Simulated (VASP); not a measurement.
Level of theory: PBE GGA, VASP's PBE PAW potentials (set 64) (plane waves; VASP).

VASP ran on this input.

INCAR:
```
! general
SYSTEM =NaF
PREC   =Accurate
ENCUT  =620   ! plane-wave cut-off (eV)
LREAL  =.FALSE.
LASPH  =.TRUE.

! electronic loop
EDIFF  =1E-6   ! SCF stop (eV)
NELM   =100   ! most electronic steps
ALGO   =Normal   ! blocked Davidson

! smearing
ISMEAR =0   ! Gaussian
SIGMA  =0.05

! functional
GGA    =PE

! ions
IBRION =2
NSW    =40   ! most ionic steps
ISIF   =3   ! ions, shape and volume
EDIFFG =-0.02
PSTRESS=200

! output
LWAVE  =.FALSE.
LCHARG =.FALSE.
```

**POSCAR**
```
NaF
1
    0.0000000000     2.2291117024     2.2291117024
    2.2291117024     0.0000000000     2.2291117024
    2.2291117024     2.2291117024     0.0000000000
Na F
1 1
Direct
  0.0000000000   0.0000000000   0.0000000000
  0.5000000000   0.5000000000   0.5000000000
```

KPOINTS:
```
Automatic mesh
0
Gamma
10 10 10
0 0 0
```

POTCAR, in this order: Na_pv F (PBE.64 set). Program: vasp_std.

The resulting files:

OSZICAR:
```
       N       E                     dE             d eps       ncg     rms          rms(c)
DAV:   1     0.123777655030E+03    0.12378E+03   -0.89845E+03  1045   0.183E+03
DAV:   2    -0.250283776576E+01   -0.12628E+03   -0.11760E+03  1093   0.402E+02
DAV:   3    -0.928169786927E+01   -0.67789E+01   -0.67585E+01  1166   0.939E+01
DAV:   4    -0.935002457380E+01   -0.68327E-01   -0.68319E-01  1160   0.994E+00
DAV:   5    -0.935072054981E+01   -0.69598E-03   -0.69597E-03  1172   0.104E+00    0.545E+00
DAV:   6    -0.847010636643E+01    0.88061E+00   -0.36151E+00  1310   0.201E+01    0.176E+00
DAV:   7    -0.846060437029E+01    0.95020E-02   -0.28324E-02  1052   0.261E+00    0.104E+00
DAV:   8    -0.846136508422E+01   -0.76071E-03   -0.24596E-02  1040   0.371E+00    0.110E-01
DAV:   9    -0.846202562548E+01   -0.66054E-03   -0.31241E-03  1208   0.678E-01    0.654E-02
DAV:  10    -0.846199710715E+01    0.28518E-04   -0.37550E-04  1061   0.314E-01    0.103E-02
DAV:  11    -0.846199598186E+01    0.11253E-05   -0.11078E-05  1151   0.411E-02    0.179E-03
DAV:  12    -0.846199586941E+01    0.11245E-06   -0.10117E-06  1055   0.123E-02
   1 F= -.56966790E+01 E0= -.56966790E+01  d E =-.569668E+01
       N       E                     dE             d eps       ncg     rms          rms(c)
DAV:   1    -0.952028533874E+01   -0.10583E+01   -0.24260E+01  1205   0.823E+01    0.890E+00
DAV:   2    -0.838310429916E+01    0.11372E+01   -0.39878E+00  1142   0.226E+01    0.257E+00
DAV:   3    -0.829613440497E+01    0.86970E-01   -0.14719E-01  1172   0.941E+00    0.128E+00
DAV:   4    -0.826280623803E+01    0.33328E-01   -0.24402E-02  1175   0.578E+00    0.188E-01
DAV:   5    -0.826139562581E+01    0.14106E-02   -0.30842E-03  1257   0.110E+00    0.440E-02
DAV:   6    -0.826118972928E+01    0.20590E-03   -0.40747E-04  1229   0.456E-01    0.221E-02
DAV:   7    -0.826118661967E+01    0.31096E-05   -0.29637E-05  1089   0.835E-02    0.650E-03
DAV:   8    -0.826118588185E+01    0.73782E-06   -0.26136E-06  1048   0.406E-02
   2 F= -.57617429E+01 E0= -.57617429E+01  d E =-.650639E-01
       N       E                     dE             d eps       ncg     rms          rms(c)
DAV:   1    -0.828910517677E+01   -0.27919E-01   -0.15093E-01  1205   0.693E+00    0.679E-01
DAV:   2    -0.828237875649E+01    0.67264E-02   -0.22989E-02  1169   0.171E+00    0.194E-01
DAV:   3    -0.828185374798E+01    0.52501E-03   -0.71318E-04  1175   0.754E-01    0.944E-02
DAV:   4    -0.828165347512E+01    0.20027E-03   -0.13368E-04  1178   0.456E-01    0.118E-02
DAV:   5    -0.828164480547E+01    0.86697E-05   -0.16877E-05  1184   0.812E-02    0.311E-03
DAV:   6    -0.828164323161E+01    0.15739E-05   -0.21723E-06   931   0.315E-02    0.160E-03
DAV:   7    -0.828164312566E+01    0.10595E-06   -0.13280E-07   529   0.542E-03
   3 F= -.57623056E+01 E0= -.57623056E+01  d E =-.656266E-01
```

**OUTCAR**
```
------------------------ aborting loop because EDIFF is reached ----------------------------------------
  FORCE on cell =-STRESS in cart. coord.  units (eV):
  Direction    XX          YY          ZZ          XY          YZ          ZX
  --------------------------------------------------------------------------------------
  Total        2.5229266      2.5229266      2.5229266      0.0000000      0.0000000     -0.0000000
  in kB      200.2849204    200.2849204    200.2849204      0.0000000      0.0000000     -0.0000000
  external PRESSURE =       0.2849204 kB  Pullay stress =     200.0000000 kB
  volume of cell :       20.18
      direct lattice vectors                 reciprocal lattice vectors
     0.000000000  2.160954641  2.160954641    -0.231379220  0.231379220  0.231379220
     2.160954641  0.000000000  2.160954641     0.231379220 -0.231379220  0.231379220
     2.160954641  2.160954641 -0.000000000     0.231379220  0.231379220 -0.231379220
  FREE ENERGIE OF THE ION-ELECTRON SYSTEM (eV)
  ---------------------------------------------------
  free  energy   TOTEN  =        -8.2816431257 eV

  energy  without entropy=       -8.2816431257  energy(sigma->0) =       -8.28164313
  enthalpy is  TOTEN    =        -5.7623055632 eV   P V=        2.5193375625

 reached required accuracy - stopping structural energy minimisation
```
(Selected blocks of OUTCAR.)

**CONTCAR**
```
NaF
   1.00000000000000
     0.0000000000000000    2.1609546408298774    2.1609546408298774
     2.1609546408298774    0.0000000000000000    2.1609546408298774
     2.1609546408298774    2.1609546408298774   -0.0000000000000000
  Na              F
     1     1
Direct
     0.0000000000000000    0.0000000000000000    0.0000000000000000
     0.5000000000000000    0.5000000000000000    0.5000000000000000
```

File OUTCAR:
```
 val. band max:       -1.0118905358   @ k =   0.0000   0.0000   0.0000

 cond. band min:       6.5858372119   @ k =   0.0000   0.0000   0.0000


 Fermi energy:        -0.8006279682

 k-point     1 :       0.0000    0.0000    0.0000
  band No.  band energies     occupation
      1     -20.6095      2.00000
      2     -19.3913      2.00000
      3     -19.3913      2.00000
      4     -19.3913      2.00000
      5      -1.0119      2.00000
      6      -1.0119      2.00000
      7      -1.0119      2.00000
      8       6.5858      0.00000
      9      19.4651      0.00000
     10      19.4651      0.00000
     11      19.4651      0.00000

 k-point     2 :       0.1000    0.0000    0.0000
  band No.  band energies     occupation
      1     -20.6956      2.00000
      2     -19.3932      2.00000
      3     -19.3932      2.00000
      4     -19.2831      2.00000
      5      -1.2676      2.00000
      6      -1.0502      2.00000
      7      -1.0502      2.00000
      8       6.9965      0.00000
      9      18.1036      0.00000
     10      19.6819      0.00000
     11      19.6819      0.00000

 k-point     3 :       0.2000    0.0000    0.0000
  band No.  band energies     occupation
      1     -20.8748      2.00000
      2     -19.3982      2.00000
      3     -19.3982      2.00000
      4     -19.0451      2.00000
      5      -1.8595      2.00000
      6      -1.1489      2.00000
      7      -1.1489      2.00000
      8       8.0352      0.00000
      9      16.2946      0.00000
     10      20.2564      0.00000
     11      20.2564      0.00000

 k-point     4 :       0.3000    0.0000    0.0000
  band No.  band energies     occupation
      1     -21.0462      2.00000
      2     -19.4042      2.00000
      3     -19.4042      2.00000
      4     -18.7991      2.00000
      5      -2.4896      2.00000
      6      -1.2680      2.00000
      7      -1.2680      2.00000
      8       9.3386      0.00000
      9      14.8724      0.00000
...
```

Energy and stress use the plane-wave basis of the starting cell.

The compound is NaF in the rock salt structure. This run relaxes it under an external pressure of 20 GPa. Symmetry was kept, so distortions that lower it aren't found.
